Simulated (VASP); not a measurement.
Consider the following.

```
CELL_PARAMETERS angstrom
      0.00000     2.73841     2.73841
      2.73841     0.00000     2.73841
      2.73841     2.73841     0.00000
ATOMIC_POSITIONS crystal
  Fe 0.00000 0.00000 0.00000
  Al 0.25000 0.25000 0.25000
```
Starting moments (μB, in the order of the record's atoms Fe Al): 2.3 -0.1.

Level of theory: PBEsol GGA, VASP's PBE PAW potentials (set 64) (plane waves; VASP). Run with 400 eV cut-off, 13×13×13 Γ-centred mesh, tetrahedra with Blöchl corrections, potentials Fe Al.

Q: Predict the cell moment, energy per atom (σ→0), band gap (on the k-mesh) with the smallest direct gap where there is one.

A: 
```json
{
  "band gap (on the k-mesh)": "none (metal, semimetal or under 0.01 eV)",
  "cell_moment": "2.11 μB",
  "energy per atom (σ→0)": "-5.135 eV/atom"
}
```

Q: Give the moment on each site (PAW-sphere projection).

A: 
```
site  moment (μB)
----  -----------
Fe1          2.27
Al2         -0.09
```

The absolute energy has meaning only against runs of the same code, potentials and settings.

The structure was generated: FeAl was put into the zinc blende type (F-43m), which need not be its known phase. It was relaxed first, which changed the volume by -18 %.
